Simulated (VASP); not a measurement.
Runs of VASP 6.6.1 on SiClH3. The cell holds a molecule in a box, 5 atoms: a = 12.000 Å, b = 12.000 Å, c = 12.000 Å, α = 90.00°, β = 90.00°, γ = 90.00°. 

```tsv
task	level	cell	grid for exact exchange (PRECFOCK)	screening parameter	gap on the mesh (eV)	largest force (eV/Å)
single point	RPBE+D3(BJ)	as given	-	-	(a)	0.17
relaxation of the atoms	revPBE+D3(BJ)	atoms relaxed	-	-	6.48	-
electron localisation function	PBE	as given	-	-	6.51	0.20
single point	HSE06+TS	as given	Normal	0.2 1/A	7.92	(b)
relaxation of the atoms	revPBE	atoms relaxed	-	-	6.47	0.01
single point	PBE	as given	-	-	6.51	0.20
atomic charges	PBE+TS	as given	-	-	6.51	0.22
```

Alike in all rows: potentials or basis VASP PAW PBE potentials, release 64 (Si, Cl, H); no spin polarisation; k mesh 1 × 1 × 1; cutoff (eV) 520; smearing gaussian 0.01 eV.

Fill in the values left out.

(a) 6.53; (b) 0.08.

Caveats: the PAW data sets were made with another functional, which shifts forces and pressure a little (some runs).

A k mesh can miss the band edges.

Not every run made on this cell is shown here.
